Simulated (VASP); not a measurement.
Given:

```xyz
2
Lattice="1.5614 0.9015 4.9887 -1.5614 0.9015 4.9887 0.0000 -1.8029 4.9887" Properties=species:S:1:pos:R:3 pbc="T T T"
Mn     0.0000     0.0000     0.0000
Hf     0.0000     0.0000     7.4831
```
Starting moments (μB, in the order of the record's atoms Mn Hf): 4.0 0.0.

The numbers are results of PBE GGA, VASP's PBE PAW potentials (set 64) (plane waves; VASP), not measurements. Settings: 300 eV cut-off, 6×6×6 Γ-centred mesh, Fermi-Dirac smearing of 0.10 eV, potentials Mn_pv Hf_pv.

At this cut-off the stress carries a Pulay error, which pulls relaxed volumes low. The moments were started parallel, and other spin orders were not tried in this run. Unless said otherwise, spin-orbit coupling is left out, though it shifts the bands of the heavy elements here.

Task: Predict the cell moment, energy per atom (σ→0), pressure, band gap (on the k-mesh) with the smallest direct gap where there is one.

Result: 
- band gap (on the k-mesh) = none (metal, semimetal or under 0.01 eV)
- cell moment = -0.23 μB
- energy per atom (σ→0) = -8567 meV/atom
- pressure = -20.90 GPa

Task: Give the moment on each site (PAW-sphere projection).

Result: 
```tsv
site	moment (μB)
Mn1	-0.23
Hf2	0.01
```

The structure was generated: HfMn was put into an ordered model structure, which need not be its known phase. The cell was not relaxed at this level. The k-mesh is coarse (spacing up to 0.39 per Å, 2π included), so the numbers may not be converged in it.
